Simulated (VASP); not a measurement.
SrAg4Sb2, 7 atoms in the cell. The structure is trigonal, space group R-3m (No. 166). Conventional cell: a = 4.740 Å, b = 4.740 Å, c = 25.029 Å, α = 90.00°, β = 90.00°, γ = 120.00°. Sr (site symmetry -3m) has 6 Sb at 3.37 Å and 8 Ag at 3.55 to 3.74 Å as nearest neighbours. Ag (site symmetry 3m) has 4 Sb at 2.82 to 3.16 Å and 6 Ag at 2.92 to 3.00 Å as nearest neighbours. Around Ag (site symmetry 3m) lie 3 Sb at 2.80 Å and 3 Ag at 2.92 Å. Around Sb (site symmetry 3m) lie 7 Ag at 2.80 to 3.16 Å. 

| Property | Result |
| --- | --- |
| Program | VASP 6.6.1 |
| Task | relaxation of cell and atoms |
| Functional | PBEsol |
| Potentials or basis | VASP PAW PBE potentials, release 64 (Sr_sv, Ag, Sb) |
| Cutoff | 600 eV |
| k mesh | 9 × 9 × 9 |
| Occupations | methfessel-paxton, width 0.1 eV |
| Spin | no spin polarisation |
| Further INCAR settings | ALGO = Normal; EDIFF = 1e-06; IBRION = 2; EDIFFG = -0.01; NSW = 90; ISIF = 3 |

Potentials or basis: VASP PAW PBE potentials, release 64 (Sr_sv, Ag, Sb).

Run with:

```sh
$ cat potpaw_PBE.64/Sr_sv/POTCAR potpaw_PBE.64/Ag/POTCAR potpaw_PBE.64/Sb/POTCAR > POTCAR
$ mpirun -np 4 vasp_std > vasp.out
```

Hardware: 4 MPI ranks on Intel(R) Xeon(R) Platinum 8175M CPU @ 2.50GHz (Skylake/Cascade Lake) (shared host).

Task: How long does it take, and how much memory?

Result: It took 78 min on 4 MPI ranks on Intel(R) Xeon(R) Platinum 8175M CPU @ 2.50GHz (Skylake/Cascade Lake) (shared host), peak memory 1.2 GiB a rank. Counts: scf iterations 112, k points 85, ion steps 17.
